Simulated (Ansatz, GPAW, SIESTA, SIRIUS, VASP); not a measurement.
# CdF2: programs and potentials compared

```
CELL_PARAMETERS angstrom
0.00000 2.69400 2.69400
2.69400 0.00000 2.69400
2.69400 2.69400 0.00000
ATOMIC_POSITIONS crystal
Cd 0.00000 0.00000 0.00000
F 0.75000 0.75000 0.75000
F 0.25000 0.25000 0.25000
```

Alike in all runs: task equation of state; functional PBEsol; k mesh 9 × 9 × 9; occupations fermi-dirac, width 0.05 eV; no spin polarisation; no spin-orbit coupling.

```tsv
program and potentials	plane-wave cutoff (eV)	notes	equilibrium volume (Å³/atom)	bulk modulus (GPa)
SIRIUS, all-electron FP-LAPW, apw+lo standard	-	-	?	?
VASP, PBE PAW files Cd, F, 520 eV	520	potentials made for PBE	13.14	108.3
SIESTA, files PseudoDojo sr-pbesol-0.4.1-standard, DZP (energy shift 0.003 Ry; two zetas on semicore shells)	-	atomic basis	13.04	114.3
Ansatz, all-electron LAPW, scalar-relativistic	-	-	13.01	108.5
GPAW, PAW data sets generated for this functional	800	-	12.97	109.7
```

Question: Estimate from the other rows what the run with SIRIUS, all-electron FP-LAPW, apw+lo standard gave.

Answer: Equilibrium volume 12.99 Å³/atom; bulk modulus 108.8 GPa. The other rows, which needn't bracket it: equilibrium volume 12.97 to 13.14; bulk modulus 108.3 to 114.3.
